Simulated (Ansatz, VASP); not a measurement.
## Cross-check of Na between VASP and Ansatz

Wanted: the spread between two codes on one cell, functional and k mesh. The two relaxations start from unlike cells of this crystal (the structure described is Ansatz's start), so only their ends are compared.

Method: plane waves, with VASP 6.6.1 beside it; relaxation of cell and atoms at LDA, in Ansatz 0.2.0.

## 1. Set-up

The structure is cubic, space group Im-3m (No. 229). The conventional cell has a = 4.194 Å, b = 4.194 Å, c = 4.194 Å, α = 90.00°, β = 90.00°, γ = 90.00°. Na has 8 Na at 3.63 Å nearest.

Coordinates:

```xyz
1
Lattice="-2.0969 2.0969 2.0969 2.0969 -2.0969 2.0969 2.0969 2.0969 -2.0969" Properties=species:S:1:pos:R:3 pbc="T T T"
Na    0.0000    0.0000    0.0000
```

## 2. VASP: relaxation of cell and atoms, LDA

The relaxed volume is the usual yardstick between codes: in a stiff, nearly cubic crystal its relative difference is about their pressure difference at one cell divided by the bulk modulus.

Lines of VASP's logs that name or quote its potential files are left out, and so is its time.

Contents of INCAR:

```
SYSTEM = Na
PREC = Accurate
ENCUT = 500
EDIFF = 1E-07
NELM = 120
ISMEAR = 1
SIGMA = 0.2
LREAL = .FALSE.
ALGO = Normal
GGA = CA
NBANDS = 9
LORBIT = 11
LWAVE = .FALSE.
LCHARG = .FALSE.
ISIF = 3
IBRION = 2
NSW = 80
EDIFFG = -0.005
LASPH = .TRUE.
GGA_COMPAT = .FALSE.
NELMIN = 4
```

Contents of POSCAR:

```
Na
1.0
   -2.0228881445      2.0228881445      2.0228881445
    2.0228881445     -2.0228881445      2.0228881445
    2.0228881445      2.0228881445     -2.0228881445
Na
1
Direct
    0.0000000000      0.0000000000      0.0000000000
```

Contents of KPOINTS:

```
Automatic mesh
0
Gamma
10 10 10
0 0 0
```

The projector-augmented-wave data sets are Na_pv (LDA family, release 64).

Started as:

```console
$ mpirun -np 1 vasp_std
```

Numbers of over 12 decimals in the logs are rounded to 6 here.

Output:

```text
[banner, memory and clock lines left out]
running    1 mpi-ranks, on    1 nodes
 distrk:  each k-point on    1 cores,    1 groups
 distr:  one band on    1 cores,    1 groups

 POSCAR found type information on POSCAR Na
 POSCAR found :  1 types and       1 ions
 LDA part: xc-table for (Slater(with rela. corr.)+CA(PZ))
 , standard interpolation
 POSCAR, INCAR and KPOINTS ok, starting setup
 FFT: planning ... GRIDC
 FFT: planning ... GRID_SOFT
 FFT: planning ... GRID
 WAVECAR not read
 entering main loop
       N       E                     dE             d eps       ncg     rms          rms(c)
DAV:   1     0.207599259168E+02    0.20760E+02   -0.38363E+03   846   0.641E+02
DAV:   2    -0.109039244392E+01   -0.21850E+02   -0.21784E+02   896   0.129E+02
DAV:   3    -0.144944278717E+01   -0.35905E+00   -0.35870E+00  1045   0.205E+01
DAV:   4    -0.145168822914E+01   -0.22454E-02   -0.22454E-02  1031   0.150E+00
DAV:   5    -0.145171142669E+01   -0.23198E-04   -0.23197E-04  1001   0.138E-01    0.209E-01
DAV:   6    -0.145029669534E+01    0.14147E-02   -0.87742E-04   960   0.421E-01    0.135E-01
DAV:   7    -0.144949321234E+01    0.80348E-03   -0.12505E-03   955   0.421E-01    0.220E-02
DAV:   8    -0.144947777817E+01    0.15434E-04   -0.94352E-05   982   0.173E-01    0.255E-03
DAV:   9    -0.144947806182E+01   -0.28366E-06   -0.41072E-07   977   0.715E-03    0.108E-03
DAV:  10    -0.144947811344E+01   -0.51613E-07   -0.73050E-08   907   0.242E-03
   1 F= -.14494781E+01 E0= -.14488592E+01  d E =-.144948E+01
 curvature:   0.00 expect dE= 0.000E+00 dE for cont linesearch  0.000E+00
 trial: gam= 0.00000 g(F)=  0.544E-61 g(S)=  0.572E-05 ort = 0.000E+00 (trialstep = 0.100E+01)
 search vector abs. value=  0.572E-05
 bond charge predicted
       N       E                     dE             d eps       ncg     rms          rms(c)
DAV:   1    -0.144951431338E+01   -0.36252E-04   -0.95309E-04   900   0.544E-01    0.360E-02
DAV:   2    -0.144949152427E+01    0.22789E-04   -0.24229E-05   911   0.838E-02    0.185E-02
DAV:   3    -0.144948340973E+01    0.81145E-05   -0.11508E-05   900   0.550E-02    0.169E-03
DAV:   4    -0.144948288415E+01    0.52557E-06   -0.46880E-07   870   0.125E-02    0.232E-04
DAV:   5    -0.144948287138E+01    0.12773E-07   -0.53346E-09   438   0.138E-03
   2 F= -.14494829E+01 E0= -.14488642E+01  d E =-.475794E-05
 trial-energy change:   -0.000005  1 .order   -0.000004   -0.000006   -0.000002
 step:   1.2441(harm=  1.6498)  dis= 0.00000  next Energy=    -1.449483 (dE=-0.504E-05)
 reached required accuracy - stopping structural energy minimisation
```

From OUTCAR (step 2):

```text
ion  position               nearest neighbor table
   1  0.000  0.000  0.000-

  LATTYP: Found a body centered cubic cell.
 ALAT       =     4.0457762890

 Subroutine GETGRP returns: Found 48 space group operations
 (whereof 48 operations were pure point group operations)

The static configuration has the point symmetry O_h .

 Found     47 irreducible k-points:

   k-points           NKPTS =     47   k-points in BZ     NKDIM =     47   number of bands    NBANDS=      9

   dimension x,y,z NGX =    28 NGY =   28 NGZ =   28
   dimension x,y,z NGXF=    56 NGYF=   56 NGZF=   56

   ENCUT  =  500.0 eV  36.75 Ry    6.06 a.u.   6.39  6.39  6.39*2*pi/ulx,y,z

   NELECT =       7.0000    total number of electrons

 k-points in reciprocal lattice and weights: Automatic mesh
   0.00000000  0.00000000  0.00000000       0.001
   0.10000000  0.00000000  0.00000000       0.012
   0.20000000  0.00000000  0.00000000       0.012
   0.30000000  0.00000000  0.00000000       0.012
   0.40000000  0.00000000  0.00000000       0.012
   0.50000000  0.00000000  0.00000000       0.006
   0.10000000  0.10000000  0.00000000       0.024
   0.20000000  0.10000000  0.00000000       0.048
   0.30000000  0.10000000  0.00000000       0.048
[...]
0.50000000  0.50000000  0.40000000       0.012
   0.50000000  0.50000000  0.50000000       0.001

 average (electrostatic) potential at core
       1 -48.7827

 E-fermi :   0.4712

 k-point     1 :       0.0000    0.0000    0.0000
  band No.  band energies     occupation
      1     -24.3701      2.00000
      2     -24.3701      2.00000
      3     -24.3701      2.00000
      4      -3.0363      2.00000
      5      12.8609      0.00000
      6      12.8609      0.00000
      7      12.8609      0.00000
      8      14.0392      0.00000
      9      14.0392      0.00000

 k-point     2 :       0.1000    0.0000    0.0000
  band No.  band energies     occupation
      1     -24.3753      2.00000
      2     -24.3718      2.00000
      3     -24.3701      2.00000
      4      -2.8456      2.00000
      5      10.8977      0.00000
      6      11.9254      0.00000
      7      12.2977      0.00000
      8      12.9443      0.00000
      9      13.3671      0.00000

 k-point     3 :       0.2000    0.0000    0.0000
  band No.  band energies     occupation
      1     -24.3890      2.00000
      2     -24.3763      2.00000
      3     -24.3701      2.00000
      4      -2.2784      2.00000
      5       8.1752      0.00000
      6      10.7490      0.00000
      7      11.4659      0.00000
      8      11.8436      0.00000
      9      12.8692      0.00000

  Total        0.0024759      0.0024759      0.0024759      0.0000000     -0.0000000      0.0000000
  in kB        0.1196960      0.1196960      0.1196960      0.0000000     -0.0000000      0.0000000
  external PRESSURE =       0.1196960 kB  Pullay stress =       0.0000000 kB

  energy-cutoff  :      500.00
  volume of cell :       33.14
      direct lattice vectors                 reciprocal lattice vectors
    -2.023501641  2.023501641  2.023501641     0.000000000  0.247096414  0.247096414
     2.023501641 -2.023501641  2.023501641     0.247096414  0.000000000  0.247096414
     2.023501641  2.023501641 -2.023501641     0.247096414  0.247096414  0.000000000

 POSITION                                       TOTAL-FORCE (eV/Angst)
 -----------------------------------------------------------------------------------
      0.00000      0.00000      4.04700        -0.000000      0.000000     -0.000000
 -----------------------------------------------------------------------------------
    total drift:                                0.000000     -0.000000      0.000000

  FREE ENERGIE OF THE ION-ELECTRON SYSTEM (eV)
  ---------------------------------------------------
  free  energy   TOTEN  =        -1.4494828714 eV

  energy  without entropy=       -1.4476269740  energy(sigma->0) =       -1.44886424

 reached required accuracy - stopping structural energy minimisation

 total charge
# of ion       s       p       d       tot
------------------------------------------
    1        0.110   5.966   0.000   6.076

[... 3 further parts left out ...]
```

## 3. Ansatz: relaxation of cell and atoms, LDA

Ansatz runs on its PAW soft_1 files.

Its own start cell and the same functional (in two slightly different forms), mesh and smearing now go to Ansatz, which takes its cutoff from its data sets.

Contents of input.yaml:

```yaml
crystal:
  lattice:
    - [-2.0969075415, 2.0969075415, 2.0969075415]
    - [2.0969075415, -2.0969075415, 2.0969075415]
    - [2.0969075415, 2.0969075415, -2.0969075415]
  atoms:
    - { symbol: Na, position: [0.0, 0.0, 0.0] }
kpoints:
  mp_grid: { grid: [10, 10, 10] }
hamiltonian:
  xc: lda
  pseudopotentials: { kind: paw, azcp: { folder: soft_1 }, xc_functional: pbe }
scf:
  occupations: { method: methfessel_paxton, width: 0.2 }
output:
  forces: true
  stress: true
  eigenvalues: true
relax:
  adjacent_minimum: "off"
  f_tol: 0.001
  max_steps: 60
  cell: { stress_tol: 0.01 }
```

Started as:

```console
$ ansatz run input.yaml --threads 16 --pin off --max-ram 92160MiB --backend cuda --events-out ev --progress --plain --runs-dir out --max-vram 78GiB
```

Output:

```text
Engine: ansatz 0.2.0, aarch64-unknown-linux-gnu
Pseudopotentials: kind: paw
Pseudopotential: Na, paw, valence charge 9, recommended cutoff 420 eV (normal), soft_1/Na.paw.azcp
Functional definition: SPW92
  exchange = slater_x
  correlation = pw_c
[...]
Crystal: 1 atoms, lattice volume = 36.881 Å³
Basis set: ecut = 420 eV, 683 PW (Γ)
Bands: 9, of which v1, the nominal top of the filled ones, is band 5 counted from 1 (4 counted from 0)
Symmetry: 48 space group operations
Space group: Im-3m (ITA 229), of the structure as read, at distance tolerance 3.3e-5 Å
k-points: 47 of 1000
Non-local potential: Na, projectors of the file, l = 0: 3, l = 1: 2, l = 2: 1
PAW form: soft (Blöchl's): semilocal exchange-correlation on the pseudo side does not see the compensation charge
PAW frozen core: Na, regenerated for the run's functional, and the local potential with it (the file was generated under x = pbe(κ = 0.804, μ = 0.219515), c = pbe(β = 0.066725))
PAW one-centre angular grid: Na, 110 points (default); XC on 64 Gauss nodes
Initial density: superposition of atomic densities (chi_scale 0.1, normalization cell)
Initial wavefunctions: pseudopotential atomic-orbital guess
[...]
Functional: x = slater, c = lda
SCF iter   1: F=—  HF=-1466.606889 eV  |F-HF|=—  |Δ(HF+E_count)|=         —  Δρ=8.87e-3  dr2=2.30e-2  ethr=3.10e-3  ⟨swp⟩=4.5  Hψ=2631  notcnv=0
preconditioner: auto → none  [insulator: Δε(μ)=0.165 eV  Ē_g=7.829 eV  σ=0.200 eV  W_gap=0.54  n_scr=12 (ndim 8)  ℏωp=6.1 eV  f_vac=0.000  D(μ)=0.68/eV (n_scr^D=0)  ε∞_Penn≈1.6]
SCF iter   2: F=—  HF=-1466.594488 eV  |F-HF|=—  |Δ(HF+E_count)|=   1.24e-2  S|Δr|=    0.00e0  Δρ=1.52e-3  dr2=1.69e-3  ethr=2.55e-4  ⟨swp⟩=2.0  Hψ=981  notcnv=0
[...]
SCF iter   6: F=-1466.594174 eV  HF=-1466.594174 eV  |F-HF|=6.82e-12  |Δ(HF+E_count)|=   2.18e-9  S|Δr|=    0.00e0  Δρ=1.57e-7  dr2=7.95e-12  ethr=4.05e-11  ⟨swp⟩=1.5  Hψ=1271  notcnv=0
SCF 1 converged in 6 iterations: F = -1466.594174 eV  dr2 = 7.95e-12
  greatest PAW one-centre occupation: 0.999 electrons in one spin orbital (limit 2), on the Na atom at site 0 (counted from 0), in its partial waves of l = 0
relax step   1: F+E_penalty+E_count = -1466.59417385 eV  Δ(F+E_penalty+E_count) = +0.000e0 eV  max|allowed force component| = 0.000e0 eV/Å  Δτ_max = 0.0000 Å  P = -0.762 GPa  Ω = 36.881 Å³  (6 SCF iters, dr2 threshold 1.00e-7 eV, accepted)
[...]
relax step   2: F+E_penalty+E_count = -1466.59711472 eV  Δ(F+E_penalty+E_count) = -2.941e-3 eV  max|allowed force component| = 0.000e0 eV/Å  Δτ_max = 0.0000 Å  P = -0.646 GPa  Ω = 36.213 Å³  energy of the carried Pulay correction = +3.452e-6 eV  (3 SCF iters, dr2 threshold 1.00e-7 eV, accepted)
[...]
relax step   3: F+E_penalty+E_count = -1466.60315456 eV  Δ(F+E_penalty+E_count) = -6.040e-3 eV  max|allowed force component| = 0.000e0 eV/Å  Δτ_max = 0.0000 Å  P = +0.122 GPa  Ω = 32.905 Å³  energy of the carried Pulay correction = +2.154e-5 eV  (4 SCF iters, dr2 threshold 1.00e-7 eV, accepted)
[...]
relax step   4: F+E_penalty+E_count = -1466.60331356 eV  Δ(F+E_penalty+E_count) = -1.590e-4 eV  max|allowed force component| = 0.000e0 eV/Å  Δτ_max = 0.0000 Å  P = -0.014 GPa  Ω = 33.391 Å³  energy of the carried Pulay correction = +1.878e-5 eV  (4 SCF iters, dr2 threshold 3.75e-8 eV, accepted)
[...]
relax step   5: F+E_penalty+E_count = -1466.60331608 eV  Δ(F+E_penalty+E_count) = -2.516e-6 eV  max|allowed force component| = 0.000e0 eV/Å  Δτ_max = 0.0000 Å  P = -0.002 GPa  Ω = 33.346 Å³  energy of the carried Pulay correction = +1.903e-5 eV  (3 SCF iters, dr2 threshold 5.05e-10 eV, accepted)
[...]
relax step   6: F+E_penalty+E_count = -1466.60328840 eV  Δ(F+E_penalty+E_count) = +2.768e-5 eV  max|allowed force component| = 0.000e0 eV/Å  Δτ_max = 0.0000 Å  P = -0.001 GPa  Ω = 33.346 Å³  stress off target by 1.48e-3 GPa  SCF on the basis re-selected at this cell (its energy is not comparable with the rows above)  (4 SCF iters)
basis re-selected at this cell: Δ(F+E_penalty+E_count) = +2.768e-5 eV, ΔP = +0.000 GPa vs the last step (what re-selecting the basis moved, of the pressure what is left beyond the Pulay correction that the steps carried, after the strain that the cell walked since its last selection, with what the two solves' SCF thresholds leave and, on support functions, any second-order correction that the steps lacked; it is no measure of the basis error at this ecutwfc). The dense FFT grid was sized anew with the basis: this SCF ran on 24×24×24 points, the steps before it on 25×25×25, so part of this shift can come from that change (see relax.cell in the input reference). [rest of the remark cut]
SCF converged after 4 iterations
Stability not checked: this state was not tested for a lower state beside it, because cold or Methfessel-Paxton smearing, or corrected tetrahedra, fill the levels in a way that the test cannot read (fill_not_monotonic; see scf.lower_state_search)
Free energy (F): -1466.603288 eV
Harris-Foulkes:  -1466.603288 eV  (|F-HF|=6.82e-13)
Internal energy: -1466.601439 eV  (E = F + TS)
E sigma→0 (E₀):  -1466.602826 eV
Entropy (-TS):   -0.001850 eV (-1.850 meV/atom)
Fermi energy:    1.944631 eV
--- Per-component energies (eV) ---
  E_band       = -237.963186
  E_kinetic    = 113.086087
  E_local      = -1565.720293  (includes V_loc(G=0)·N_el)
  E_nonlocal   = 278.928934
  E_hartree    = 540.645270
  E_xc         = -35.498513
  E_vxc        = -46.195545  (∫ρ·V_xc dr)
  E_paw        = -274.832263  (= ΣΔE_a)
  E_vpaw       = -99.352926  (= ΣTr[D̂ρ^β])
  E_aug_tail   = 0.000016  (compensation charges beyond the density's cutoff)
  E_ewald      = -523.351567
  E_core_change = 0.140890  (= ΣΔE_core)
  E_smearing   = -0.001850  (= −TS)
  E_closure    = -0.000000  (closes the sum)
  Σ components = -1466.603288   (vs F -1466.603288, Δ=0.00e0)
--- Forces (eV/Å), atoms counted from 1 ---
  atom   1  Na     0.00000000    -0.00000000     0.00000000
  max |Σ_I F_I| component: 1.39e-28 eV/Å
--- Stress (GPa, compression-positive) ---
       -0.001485       0.000000      -0.000000
       -0.000000      -0.001485       0.000000
        0.000000       0.000000      -0.001485
  P = ⅓ Tr σ = -0.0015 GPa (-0.015 kbar)
--- Band table (eV; the first three rows and the last of 47) ---
  k-point 0: bands = ["-50.4405", "-22.9250", "-22.9250", "-22.9250", "-1.5452", "14.2919", "14.2919", "14.2919", "15.4656"]
  k-point 1: bands = ["-50.4402", "-22.9301", "-22.9266", "-22.9250", "-1.3558", "12.3379", "13.3610", "13.7318", "14.3754"]
  k-point 2: bands = ["-50.4393", "-22.9433", "-22.9310", "-22.9250", "-0.7923", "9.6256", "12.1907", "12.9031", "13.2793"]
  k-point 46: bands = ["-50.4341", "-22.9627", "-22.9627", "-22.9627", "6.7189", "6.7189", "7.1863", "7.1863", "7.1863"]
--- Relaxed structure (5 steps of the walk, 5 accepted, 1 SCFs on fresh bases) ---
  F+E_penalty+E_count = -1466.60328840 eV   max|allowed force component| = 0.000e0 eV/Å   (the final SCF, on the basis selected at the relaxed cell)
  cell:  # Å, volume = 33.3457 Å³
    - [-2.027651, 2.027651, 2.027651]
    - [2.027651, -2.027651, 2.027651]
    - [2.027651, 2.027651, -2.027651]
  atoms:
    - { symbol: Na, position: [0.0, 0.0, 0.0] }
```

Reading the cycles: dr2 is the Hartree energy of the density residual (eV), the measure of convergence; HF is the Harris–Foulkes estimate of the energy, which meets the free energy F at convergence.

## 4. Side by side

Known differences besides the potentials themselves: the two LDA forms differ slightly; the data sets hold 9 valence electrons in Ansatz (on its PAW soft_1 files) and 7 in VASP; the cutoff is 420 eV in Ansatz and 500 eV in VASP; VASP's log shows a relativistic correction to its local exchange, Ansatz's none; Ansatz adds a Pulay correction to the stress that steers its cell, VASP none. Total energies have different zeros and are not compared.

Compared:

| quantity | Ansatz | VASP | difference |
| --- | --- | --- | --- |
| volume (Å³) | 33.35 | 33.14 | +0.62 % |
| edge a after relaxation, in the typed setting (Å) | 3.512 | 3.505 | +0.21 % |

## 5. What came out

```
difference in volume (relaxation of cell and atoms, LDA) : 0.62 %
```

In words: The difference in volume is 0.62 % (relaxation of cell and atoms, LDA), within the 1.2 % picked in this series as the mark of a large difference, as far as the stopping tolerances let one tell. The data sets hold unlike numbers of valence electrons (9 in Ansatz and 7 in VASP), so part of the differences comes from the potentials. 2 further runs of this series are not shown here. Such differences can come from data sets, numerical settings and the points named under the comparisons, not from the functional's error against experiment.

[Lines on the potential files, build, host, timing and source positions are cut from VASP's logs without a mark.]

[Logs are printed without paths, hosts, clocks, repeated set-up lines and the standing remarks that a program may print on its own settings, such as how far it seeks lower states.]

[Hosts, paths, dates, database ids (printed as entryN), source tags and the programs' standing remarks are cut or masked in the printed files.]
